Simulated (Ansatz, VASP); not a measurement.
**Be2F: VASP beside Ansatz**

Contents of INCAR:

```
SYSTEM = Be2F
ALGO = Normal ; EDIFF = 1E-7
ENCUT = 520 ; GGA = PE
ISIF = 2 ; ISMEAR = 0
IVDW = 13 ; LASPH = .True.
LCHARG = .True. ; LELF = .True.
LREAL = .False. ; LVHAR = .True.
LWAVE = .False. ; NBANDS = 20
NELM = 100 ; PREC = Accurate
SIGMA = 0.1
```

KPOINTS

```
k-points
0
Gamma
  12 12 6
  0 0 0
```

Contents of POSCAR:

```
Be2F
1.0
    3.4027717875      0.0000000000      0.0000000000
    0.0000000000      3.4027717875      0.0000000000
    0.0000000000      0.0000000000      6.0554587304
Be F
4 2
Direct
    0.7744155518      0.2744155518      0.8895349434
    0.7255844482      0.7744155518      0.1104650566
    0.2744155518      0.2255844482      0.1104650566
    0.2255844482      0.7255844482      0.8895349434
    0.5000000000      0.0000000000      0.3059253268
    0.0000000000      0.5000000000      0.6940746732
```

Input for Ansatz:

```yaml
crystal:
  lattice:
    - [3.4027717875, 0.0, 0.0]
    - [0.0, 3.4027717875, 0.0]
    - [0.0, 0.0, 6.0554587304]
  atoms:
    - { symbol: Be, position: [0.7744155518, 0.2744155518, 0.8895349434] }
    - { symbol: Be, position: [0.7255844482, 0.7744155518, 0.1104650566] }
    - { symbol: Be, position: [0.2744155518, 0.2255844482, 0.1104650566] }
    - { symbol: Be, position: [0.2255844482, 0.7255844482, 0.8895349434] }
    - { symbol: F, position: [0.5, 0.0, 0.3059253268] }
    - { symbol: F, position: [0.0, 0.5, 0.6940746732] }
basis:
  ecutwfc: 420
kpoints:
  mp_grid: { grid: [12, 12, 6] }
hamiltonian:
  xc: pbe
  dispersion: d4
scf:
  occupations: { method: gaussian, width: 0.1 }
output:
  forces: true
  eigenvalues: true
  stress: true
```

The cell was built by a generator and needn't be a form met in nature.

Alike in both runs: task single point; functional PBE; dispersion D4; k mesh 12 × 12 × 6; occupations gaussian, width 0.1 eV; no spin polarisation.

|  | VASP | Ansatz |
| --- | --- | --- |
| version | VASP 6.6.1 | Ansatz 0.2.0 |
| potentials or method | VASP PAW PBE potentials, release 64 (Be, F) | scalar-relativistic, plane waves, PAW |
| plane-wave cutoff (eV) | 520 | 420 |
| valence electrons in the cell | 22 | 22 |

Ansatz gave:

| Quantity | Value |
| --- | --- |
| gap on the k mesh at the Fermi level (eV) | none |
| pressure (GPa) | -0.9 |
| largest component of the traceless stress (GPa) | 0.08 |
| rms of the force components (eV/Å) | 0.001 |

Q: What did VASP give for the same quantities?

A: gap on the k mesh at the Fermi level (eV): none; pressure (GPa): -0.7; largest component of the traceless stress (GPa): 0.17; rms of the force components (eV/Å): 0.039.

Atom by atom the forces differ by 0.040 eV/Å (rms over components). A gap of «none» marks a metal or a gap that the smearing closes.

Caveats: pairwise dispersion overbinds metals, which lowers pressure and volume.
